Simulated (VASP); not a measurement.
Output of a VASP run:

### OSZICAR
```
       N       E                     dE             d eps       ncg     rms          rms(c)
DAV:   1    -0.112236532764E+01   -0.11224E+01   -0.10885E+02   448   0.660E+01
DAV:   2    -0.130891727682E+01   -0.18655E+00   -0.18307E+00   540   0.670E+00
DAV:   3    -0.131033467287E+01   -0.14174E-02   -0.14186E-02   608   0.688E-01
DAV:   4    -0.131034576849E+01   -0.11096E-04   -0.11096E-04   572   0.431E-02
DAV:   5    -0.131034589179E+01   -0.12330E-06   -0.12323E-06   568   0.418E-03    0.207E-01
DAV:   6    -0.131028304253E+01    0.62849E-04   -0.50362E-05   512   0.555E-02    0.139E-01
DAV:   7    -0.131004751679E+01    0.23553E-03   -0.12983E-04   452   0.987E-02    0.785E-03
DAV:   8    -0.131004208632E+01    0.54305E-05   -0.15284E-06   528   0.696E-03    0.178E-03
DAV:   9    -0.131004178390E+01    0.30242E-06   -0.19843E-07   440   0.260E-03
   1 F= -.13100418E+01 E0= -.13099227E+01  d E =-.131004E+01
```

OUTCAR:
```
------------------------ aborting loop because EDIFF is reached ----------------------------------------
  FORCE on cell =-STRESS in cart. coord.  units (eV):
  Direction    XX          YY          ZZ          XY          YZ          ZX
  --------------------------------------------------------------------------------------
  Total        0.0014148      0.0014148      0.0014148      0.0000000      0.0000000      0.0000000
  in kB        0.0616084      0.0616084      0.0616084      0.0000000      0.0000000      0.0000000
  external PRESSURE =       0.0616084 kB  Pullay stress =       0.0000000 kB
  volume of cell :       36.79
      direct lattice vectors                 reciprocal lattice vectors
    -2.095256104  2.095256104  2.095256104     0.000000000  0.238634313  0.238634313
     2.095256104 -2.095256104  2.095256104     0.238634313  0.000000000  0.238634313
     2.095256104  2.095256104 -2.095256104     0.238634313  0.238634313  0.000000000
 POSITION                                       TOTAL-FORCE (eV/Angst)
 -----------------------------------------------------------------------------------
      0.00000      0.00000      0.00000         0.000000      0.000000      0.000000
 -----------------------------------------------------------------------------------
    total drift:                                0.000000     -0.000000     -0.000000
  FREE ENERGIE OF THE ION-ELECTRON SYSTEM (eV)
  ---------------------------------------------------
  free  energy   TOTEN  =        -1.3100417839 eV

  energy  without entropy=       -1.3096845061  energy(sigma->0) =       -1.30992269

 reached required accuracy - stopping structural energy minimisation
```
(Selected blocks of OUTCAR.)

### POSCAR
```
Na
1
   -2.0952561035     2.0952561035     2.0952561035
    2.0952561035    -2.0952561035     2.0952561035
    2.0952561035     2.0952561035    -2.0952561035
Na
1
Direct
  0.0000000000   0.0000000000   0.0000000000
```

### Question
Write an INCAR and KPOINTS that could have produced this output.

### Answer
One answer among several that fit: the input of the run itself, PBE GGA, plane waves, VASP's PBE PAW potentials (set 64).

File KPOINTS:
```
Automatic mesh
0
Gamma
11 11 11
0 0 0
```

**INCAR**
```
PREC = Accurate
NSW = 60   # most ionic steps
EDIFF = 1E-6   # SCF stop (eV)
ENCUT = 480
NELM = 100   # most electronic steps
LCHARG = .False.
SYSTEM = Na
GGA = PE   # PBE
EDIFFG = -0.01
LREAL = .False.   # projection in real space or not
ALGO = Normal   # blocked Davidson
SIGMA = 0.1
LWAVE = .False.
ISMEAR = 1
ISIF = 3   # ions, shape and volume
LASPH = .True.   # aspherical one-centre terms
IBRION = 2
```

POTCAR, in this order: Na (PBE.64 set). Program: vasp_std.

The compound is Na in the bcc structure. It was relaxed first. The start is the result of an earlier pass.
